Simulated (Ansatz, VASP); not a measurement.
## Cross-check of Y3B between VASP and Ansatz

Wanted: the spread between two codes on one cell, functional and k mesh. The cell is invented: As first built, before any earlier steps moved the atoms (in the runner's words): it takes the GdY3 structure with some of its atoms replaced by other elements, volume scaled by an estimate. It may not be a known or stable phase. The cell is taken from a series of VASP runs on this material, whose earlier steps may have relaxed, scaled or displaced it; both programs get it as it stands.

Main program and level: Ansatz 0.2.0; plane waves, with VASP 6.6.1 beside it; relaxation of cell and atoms at PBE.

## (1) Starting point

Symmetry: Pm-3m, No. 221, cubic system. Conventional cell: a = 4.494 Å, b = 4.494 Å, c = 4.494 Å, α = 90.00°, β = 90.00°, γ = 90.00°. Y has 8 Y at 3.18 Å and 4 B at 3.18 Å nearest. B has 12 Y at 3.18 Å nearest. As first built, before any earlier steps moved the atoms (in the runner's words): sites of the GdY3 structure (space group 221) filled with other elements, volume scaled by an estimate. Farther neighbours are not listed.

Structure file:

```xyz
4
Lattice="4.4942 0.0000 0.0000 0.0000 4.4942 0.0000 0.0000 0.0000 4.4942" Properties=species:S:1:pos:R:3 pbc="T T T"
Y     2.2471    0.0000    2.2471
Y     0.0000    2.2471    2.2471
Y     2.2471    2.2471    0.0000
B     0.0000    0.0000    0.0000
```

## (2) VASP: relaxation of cell and atoms, PBE

The relaxed volume is the usual yardstick between codes: its relative difference is about their pressure difference at one cell divided by the bulk modulus.

Lines of VASP's logs that name or quote its potential files are left out, and so is its time.

Contents of INCAR:

```
SYSTEM = Y3B
PREC = Accurate
ENCUT = 420
EDIFF = 1E-06
NELM = 100
ISMEAR = -1
SIGMA = 0.05
LREAL = .FALSE.
ALGO = Normal
GGA = PE
NBANDS = 24
LORBIT = 11
LWAVE = .FALSE.
LCHARG = .FALSE.
KPAR = 2
IBRION = 2
NSW = 60
ISIF = 3
EDIFFG = -0.01
```

Contents of POSCAR:

```
Y3B
1.0
    4.4941642209      0.0000000000      0.0000000000
    0.0000000000      4.4941642209      0.0000000000
    0.0000000000      0.0000000000      4.4941642209
Y B
3 1
Direct
    0.5000000000      0.0000000000      0.5000000000
    0.0000000000      0.5000000000      0.5000000000
    0.5000000000      0.5000000000      0.0000000000
    0.0000000000      0.0000000000      0.0000000000
```

Contents of KPOINTS:

```
Automatic mesh
0
Gamma
5 5 5
0 0 0
```

Potentials, in the order of the species: Y_sv and B (PBE family, release 64).

The run is started by

```bash
mpirun -np 2 vasp_std
```

Numbers of over 12 decimals in the logs are rounded to 6 here.

Output:

```text
[banner, memory and clock lines left out]
running    2 mpi-ranks, on    1 nodes
 distrk:  each k-point on    1 cores,    2 groups
 distr:  one band on    1 cores,    1 groups

 POSCAR found type information on POSCAR Y B
 POSCAR found :  2 types and       4 ions
 LDA part: xc-table for (Slater+PW92), standard interpolation
 POSCAR, INCAR and KPOINTS ok, starting setup
 FFT: planning ... GRIDC
 FFT: planning ... GRID_SOFT
 FFT: planning ... GRID
 WAVECAR not read
 entering main loop
       N       E                     dE             d eps       ncg     rms          rms(c)
DAV:   1     0.153798711813E+03    0.15380E+03   -0.16304E+04   480   0.125E+03
DAV:   2    -0.967922830765E+01   -0.16348E+03   -0.15994E+03   560   0.299E+02
DAV:   3    -0.251084212993E+02   -0.15429E+02   -0.14948E+02   880   0.528E+01
DAV:   4    -0.256454511917E+02   -0.53703E+00   -0.53508E+00   640   0.111E+01
DAV:   5    -0.256577939361E+02   -0.12343E-01   -0.12341E-01   744   0.152E+00    0.381E+01
DAV:   6    -0.241204321314E+02    0.15374E+01   -0.10111E+01   592   0.941E+00    0.283E+01
DAV:   7    -0.240569462196E+02    0.63486E-01   -0.15959E+00   696   0.485E+00    0.115E+01
DAV:   8    -0.240789088714E+02   -0.21963E-01   -0.15181E-01   680   0.199E+00    0.136E+00
DAV:   9    -0.240765832582E+02    0.23256E-02   -0.38450E-02   656   0.964E-01    0.448E-01
DAV:  10    -0.240760790985E+02    0.50416E-03   -0.20594E-03   664   0.269E-01    0.224E-01
DAV:  11    -0.240757659018E+02    0.31320E-03   -0.96640E-04   672   0.108E-01    0.158E-01
DAV:  12    -0.240757451378E+02    0.20764E-04   -0.27402E-04   664   0.104E-01    0.353E-02
DAV:  13    -0.240757479472E+02   -0.28094E-05   -0.16940E-05   744   0.222E-02    0.828E-03
DAV:  14    -0.240757465305E+02    0.14168E-05   -0.99102E-06   528   0.857E-03    0.165E-03
DAV:  15    -0.240757465097E+02    0.20747E-07   -0.28476E-07   416   0.268E-03
   1 F= -.24075747E+02 E0= -.24058579E+02  d E =-.240757E+02
 curvature:   0.00 expect dE= 0.000E+00 dE for cont linesearch  0.000E+00
 trial: gam= 0.00000 g(F)=  0.000E+00 g(S)=  0.222E-04 ort = 0.000E+00 (trialstep = 0.100E+01)
 search vector abs. value=  0.222E-04
 reached required accuracy - stopping structural energy minimisation
```

Parts of OUTCAR (step 2):

```text
ion  position               nearest neighbor table
   1  0.500  0.000  0.500-   2 3.18   3 3.18   4 3.18   3 3.18   4 3.18   2 3.18   3 3.18   3 3.18
                             2 3.18   4 3.18   4 3.18   2 3.18
   2  0.000  0.500  0.500-   1 3.18   3 3.18   4 3.18   3 3.18   4 3.18   1 3.18   4 3.18   4 3.18
                             1 3.18   3 3.18   3 3.18   1 3.18
   3  0.500  0.500  0.000-   1 3.18   2 3.18   4 3.18   1 3.18   2 3.18   1 3.18   4 3.18   1 3.18
                             2 3.18   4 3.18   2 3.18   4 3.18
   4  0.000  0.000  0.000-   1 3.18   2 3.18   3 3.18   1 3.18   2 3.18   2 3.18   3 3.18   2 3.18
                             1 3.18   3 3.18   1 3.18   3 3.18

  LATTYP: Found a simple cubic cell.
 ALAT       =     4.4941642209

 Subroutine GETGRP returns: Found 48 space group operations
 (whereof 48 operations were pure point group operations)

The static configuration has the point symmetry O_h .

 Found     10 irreducible k-points:

   k-points           NKPTS =     10   k-points in BZ     NKDIM =     10   number of bands    NBANDS=     24

   dimension x,y,z NGX =    30 NGY =   30 NGZ =   30
   dimension x,y,z NGXF=    60 NGYF=   60 NGZF=   60

   ENCUT  =  420.0 eV  30.87 Ry    5.56 a.u.   7.51  7.51  7.51*2*pi/ulx,y,z

   NELECT =      36.0000    total number of electrons

 k-points in reciprocal lattice and weights: Automatic mesh
   0.00000000  0.00000000  0.00000000       0.008
   0.20000000  0.00000000  0.00000000       0.048
   0.40000000  0.00000000  0.00000000       0.048
   0.20000000  0.20000000  0.00000000       0.096
   0.40000000  0.20000000  0.00000000       0.192
   0.40000000  0.40000000  0.00000000       0.096
   0.20000000  0.20000000  0.20000000       0.064
   0.40000000  0.20000000  0.20000000       0.192
   0.40000000  0.40000000  0.20000000       0.192
   0.40000000  0.40000000  0.40000000       0.064

 average (electrostatic) potential at core
       1 -36.4228       2 -36.4228       3 -36.4228       4 -29.0505

 E-fermi :   3.9711

 k-point     1 :       0.0000    0.0000    0.0000
  band No.  band energies     occupation
    ...
     15       2.9648      2.00000
     16       2.9648      2.00000
     17       3.1622      2.00000
     18       3.1622      2.00000
     19       3.1622      2.00000
     20       4.4840      0.00007
     21       4.4840      0.00007
     22       4.4840      0.00007
     23       6.7354      0.00000
     24       7.6817      0.00000

 k-point     2 :       0.2000    0.0000    0.0000
  band No.  band energies     occupation
    ...
     15       2.2801      2.00000
     16       3.1242      2.00000
     17       3.1242      2.00000
     18       3.3073      2.00000
     19       3.4052      1.99998
     20       4.6126      0.00001
     21       4.6126      0.00001
     22       4.6811      0.00000
     23       7.2263      0.00000
     24       7.4660      0.00000

 k-point     3 :       0.4000    0.0000    0.0000
  band No.  band energies     occupation
    ...
     14       0.6973      2.00000
     15       1.9782      2.00000
     16       2.9753      2.00000
     17       2.9753      2.00000
     18       3.6006      1.99879
     19       4.4369      0.00018
     20       5.2990      0.00000
     21       5.2990      0.00000
     22       5.5841      0.00000
     23       6.5102      0.00000
    ...

  Total       -0.0247537     -0.0247537     -0.0247537      0.0000000     -0.0000000     -0.0000000
  in kB       -0.4369214     -0.4369214     -0.4369214      0.0000000     -0.0000000     -0.0000000
  external PRESSURE =      -0.4369214 kB  Pullay stress =       0.0000000 kB

  energy-cutoff  :      420.00
  volume of cell :       90.77
      direct lattice vectors                 reciprocal lattice vectors
     4.494164221  0.000000000  0.000000000     0.222510783  0.000000000  0.000000000
     0.000000000  4.494164221  0.000000000     0.000000000  0.222510783  0.000000000
     0.000000000  0.000000000  4.494164221     0.000000000  0.000000000  0.222510783

 POSITION                                       TOTAL-FORCE (eV/Angst)
 -----------------------------------------------------------------------------------
      2.24708      0.00000      2.24708         0.000000      0.000000      0.000000
      0.00000      2.24708      2.24708         0.000000      0.000000      0.000000
      2.24708      2.24708      0.00000         0.000000      0.000000      0.000000
      0.00000      0.00000      0.00000         0.000000      0.000000      0.000000
 -----------------------------------------------------------------------------------
    total drift:                                0.000000      0.000000     -0.000000

  FREE ENERGIE OF THE ION-ELECTRON SYSTEM (eV)
  ---------------------------------------------------
  free  energy   TOTEN  =       -24.0757465097 eV

  energy  without entropy=      -24.0414117987  energy(sigma->0) =      -24.05857915

 reached required accuracy - stopping structural energy minimisation

 total charge
# of ion       s       p       d       f       tot
--------------------------------------------------
    1        2.277   6.248   1.187   0.020   9.732
    2        2.277   6.248   1.187   0.020   9.732
    3        2.277   6.248   1.187   0.020   9.732
    4        0.653   0.790   0.000   0.000   1.443
--------------------------------------------------
tot          7.483  19.534   3.562   0.061  30.640

[... 3 further parts left out ...]
```

## (3) Ansatz: relaxation of cell and atoms, PBE

Ansatz runs on its default PAW (the set named soft_2) files.

The same cell, functional, mesh and smearing now go to Ansatz, which takes its cutoff from its data sets.

Contents of input.yaml:

```yaml
crystal:
  lattice:
    - [4.4941642209, 0.0, 0.0]
    - [0.0, 4.4941642209, 0.0]
    - [0.0, 0.0, 4.4941642209]
  atoms:
    - { symbol: "Y", position: [0.5, 0.0, 0.5] }
    - { symbol: "Y", position: [0.0, 0.5, 0.5] }
    - { symbol: "Y", position: [0.5, 0.5, 0.0] }
    - { symbol: B, position: [0.0, 0.0, 0.0] }
hamiltonian:
  xc: pbe
  pseudopotentials: { kind: paw }
kpoints:
  mp_grid: { grid: [5, 5, 5] }
scf:
  occupations: { method: fermi_dirac, width: 0.05 }
relax:
  f_tol: 0.01
  max_steps: 60
  cell: { stress_tol: 0.05 }
output:
  forces: true
  stress: true
```

The run is started by

```bash
ansatz run input.yaml --threads 4 --pin off --max-ram 9216MiB --backend cpu --events-out ev --progress --plain --runs-dir out
```

Output:

```text
Engine: ansatz 0.2.0, aarch64-unknown-linux-gnu
Pseudopotentials: kind: paw
Pseudopotential: Y, paw, valence charge 11, recommended cutoff 420 eV (normal), Y.paw.azcp
Pseudopotential: B, paw, valence charge 3, recommended cutoff 420 eV (normal), B.paw.azcp
Functional definition: PBE
  parameter kappa = 0.804
  parameter beta = 0.066725
  exchange = pbe_x(kappa = kappa, mu = beta*pi^2/3)
  correlation = pbe_c(beta = beta)
Crystal: 4 atoms, lattice volume = 90.771 Å³
Basis set: ecut = 420 eV, 1791 PW (Γ), exchange–correlation on 64×64×64 points (8 copies of the dense FFT grid, shifted against one another)
Bands: 22, of which v1, the nominal top of the filled ones, is band 18 counted from 1 (17 counted from 0)
Symmetry: 48 space group operations
Space group: Pm-3m (ITA 221), of the structure as read, at distance tolerance 4.5e-5 Å
k-points: 10 of 125
Non-local potential: Y, projectors of the file, l = 0: 3, l = 1: 2, l = 2: 2, l = 3: 1
Non-local potential: B, projectors of the file, l = 0: 2, l = 1: 2, l = 2: 1
PAW form: soft (Blöchl's): semilocal exchange-correlation on the pseudo side does not see the compensation charge
PAW one-centre angular grid: Y, 590 points (default); XC on 64 Gauss nodes
PAW one-centre angular grid: B, 110 points (default); XC on 64 Gauss nodes
Initial density: superposition of atomic densities (neutral atoms: chi_scale 0, normalization atom), corrected by the library's trained network
Initial wavefunctions: pseudopotential atomic-orbital guess
Functional: x = pbe(κ = 0.804, μ = 0.219515), c = pbe(β = 0.066725)
SCF iter   1: F=—  HF=-11699.992891 eV  |F-HF|=—  |Δ(HF+E_count)|=         —  Δρ=2.26e-3  dr2=6.29e-3  ethr=1.77e-3  ⟨swp⟩=4.9  Hψ=926  notcnv=0
preconditioner: auto → Resta (q_TF=auto, 2.339 Å⁻¹)  ε∞=20.2  [insulator: Δε(μ)=0.111 eV  Ē_g=3.083 eV  σ=0.050 eV  W_gap=0.51  n_scr=18 (ndim 8)  ℏωp=13.5 eV  f_vac=0.000  D(μ)=3.95/eV (n_scr^D=32)  ε∞_Penn≈20.2]
SCF iter   2: F=—  HF=-11699.989600 eV  |F-HF|=—  |Δ(HF+E_count)|=   3.29e-3  Δρ=1.25e-3  dr2=2.48e-3  ethr=1.75e-5  ⟨swp⟩=1.9  Hψ=379  notcnv=0
SCF iter   3: F=—  HF=-11699.989008 eV  |F-HF|=—  |Δ(HF+E_count)|=   5.92e-4  Δρ=2.69e-4  dr2=9.21e-5  ethr=6.88e-6  ⟨swp⟩=2.2  Hψ=298  notcnv=0
SCF iter   4: F=—  HF=-11699.988981 eV  |F-HF|=—  |Δ(HF+E_count)|=   2.67e-5  Δρ=9.63e-5  dr2=5.10e-6  ethr=2.56e-7  ⟨swp⟩=2.7  Hψ=365  notcnv=0
SCF iter   5: F=—  HF=-11699.988981 eV  |F-HF|=—  |Δ(HF+E_count)|=   4.33e-8  Δρ=1.46e-5  dr2=2.89e-7  ethr=1.42e-8  ⟨swp⟩=2.9  Hψ=418  notcnv=0
SCF iter   6: F=-11699.988981 eV  HF=-11699.988981 eV  |F-HF|=2.38e-9  |Δ(HF+E_count)|=   2.77e-8  Δρ=4.76e-6  dr2=1.40e-8  ethr=2.78e-10  ⟨swp⟩=4.0  Hψ=674  notcnv=0
SCF 1 converged in 6 iterations: F = -11699.988981 eV  dr2 = 1.40e-8
  greatest PAW one-centre occupation: 0.993 electrons in one spin orbital (limit 2), on the Y atom at site 0 (counted from 0), in its partial waves of l = 0
relax step   1: F+E_penalty+E_count = -11699.98898103 eV  Δ(F+E_penalty+E_count) = +0.000e0 eV  max|allowed force component| = 1.929e-29 eV/Å  Δτ_max = 0.0000 Å  P = +0.076 GPa  Ω = 90.771 Å³  (6 SCF iters, dr2 threshold 1.00e-7 eV, accepted)
[...]
relax step   2: F+E_penalty+E_count = -11699.98896588 eV  Δ(F+E_penalty+E_count) = +1.515e-5 eV  max|allowed force component| = 6.303e-30 eV/Å  Δτ_max = 0.0000 Å  P = -0.054 GPa  Ω = 90.989 Å³  energy of the carried Pulay correction = -2.992e-5 eV  (4 SCF iters, dr2 threshold 1.44e-8 eV, accepted)
[...]
relax step   3: F+E_penalty+E_count = -11699.98899364 eV  Δ(F+E_penalty+E_count) = -2.776e-5 eV  max|allowed force component| = 3.806e-29 eV/Å  Δτ_max = 0.0000 Å  P = -0.000 GPa  Ω = 90.898 Å³  energy of the carried Pulay correction = -1.748e-5 eV  (4 SCF iters, dr2 threshold 7.26e-9 eV, accepted)
[...]
relax step   4: F+E_penalty+E_count = -11699.98901831 eV  Δ(F+E_penalty+E_count) = -2.467e-5 eV  max|allowed force component| = 1.722e-29 eV/Å  Δτ_max = 0.0000 Å  P = +0.000 GPa  Ω = 90.898 Å³  stress off target by 2.78e-6 GPa  SCF on the basis re-selected at this cell (its energy is not comparable with the rows above)  (4 SCF iters)
basis re-selected at this cell: Δ(F+E_penalty+E_count) = -2.467e-5 eV, ΔP = +0.000 GPa vs the last step (what re-selecting the basis moved, of the pressure what is left beyond the Pulay correction that the steps carried, after the strain that the cell walked since its last selection, with what the two solves' SCF thresholds leave and, on support functions, any second-order correction that the steps lacked; it is no m [...]
SCF converged after 4 iterations
Free energy (F): -11699.989018 eV
Harris-Foulkes:  -11699.989018 eV  (|F-HF|=3.64e-12)
Internal energy: -11699.954887 eV  (E = F + TS)
E sigma→0 (E₀):  -11699.971953 eV
Entropy (-TS):   -0.034132 eV (-8.533 meV/atom)
Fermi energy:    11.082591 eV
--- Per-component energies (eV) ---
  E_band       = -283.602637
  E_kinetic    = 963.348622
  E_local      = -1723.768659  (includes V_loc(G=0)·N_el)
  E_nonlocal   = 163.798161
  E_hartree    = 555.829180
  E_xc         = -552.143659
  E_vxc        = -635.677430  (∫ρ·V_xc dr)
  E_paw        = -8555.004783  (= ΣΔE_a)
  E_vpaw       = -162.961830  (= ΣTr[D̂ρ^β])
  E_aug_tail   = 0.000007  (compensation charges beyond the density's cutoff)
  E_ewald      = -2552.013756
  E_smearing   = -0.034132  (= −TS)
  E_closure    = -0.000000  (closes the sum)
  Σ components = -11699.989018   (vs F -11699.989018, Δ=0.00e0)
--- Forces (eV/Å), atoms counted from 1 ---
  atom   1  Y     -0.00000000     0.00000000     0.00000000
  atom   2  Y      0.00000000     0.00000000     0.00000000
  atom   3  Y      0.00000000    -0.00000000     0.00000000
  atom   4  B     -0.00000000    -0.00000000     0.00000000
  max |Σ_I F_I| component: 6.63e-29 eV/Å
--- Stress (GPa, compression-positive) ---
        0.000003      -0.000000      -0.000000
       -0.000000       0.000003      -0.000000
       -0.000000      -0.000000       0.000003
  P = ⅓ Tr σ = 0.0000 GPa (0.000 kbar)
--- Relaxed structure (3 steps of the walk, 3 accepted, 1 SCFs on fresh bases) ---
  F+E_penalty+E_count = -11699.98901831 eV   max|allowed force component| = 1.722e-29 eV/Å   (the final SCF, on the basis selected at the relaxed cell)
  cell:  # Å, volume = 90.8984 Å³
    - [4.496267, 0, 0]
    - [0, 4.496267, 0.0]
    - [0, 0.0, 4.496267]
  atoms:
    - { symbol: Y, position: [0.500000, 0, 0.500000] }
    - { symbol: Y, position: [0, 0.500000, 0.500000] }
    - { symbol: Y, position: [0.500000, 0.500000, 0] }
    - { symbol: B, position: [0, 0, 0] }
```

Elapsed: 1.7 s, on 4 threads of Arm Neoverse V2, shared host; peak memory 0.35 GiB; 4.5 s of CPU time.

## (4) Side by side

Known differences besides the potentials themselves: both relaxations stop at a tolerance, which leaves soft axes loose, and VASP keeps its plane-wave basis; VASP leaves aspherical gradient terms in its spheres out (LASPH is not set), Ansatz keeps them; Ansatz adds a Pulay correction to the stress that steers its cell, VASP none. Total energies have different zeros and are not compared.

Compared:

```tsv
quantity	Ansatz	VASP	difference
volume (Å³)	90.90	90.77	+0.14 %
edge a after relaxation, in the typed setting (Å)	4.496	4.494	+0.05 %
```

The walks stopped with 0.00 GPa left in Ansatz and -0.04 GPa in VASP; each walk ends within a tolerance, so the volume difference is uncertain by about these residues over the bulk modulus, most in soft cells.

## (5) What came out

```
difference in volume (relaxation of cell and atoms, PBE) : 0.14 %
```

**Reading.** The difference in volume is 0.14 % (relaxation of cell and atoms, PBE), within the 1.2 % picked in this series as the mark of a large difference, as far as the stopping tolerances let one tell. How closely two codes agree says nothing of how well the functional describes the real material.

[Lines on the potential files, build, host, timing and source positions are cut from VASP's logs without a mark.]

[Logs are printed without paths, hosts, clocks, repeated set-up lines and the standing remarks that a program may print on its own settings, such as how far it seeks lower states.]

[Hosts, paths, dates, database ids (printed as entryN), source tags and the programs' standing remarks are cut or masked in the printed files.]
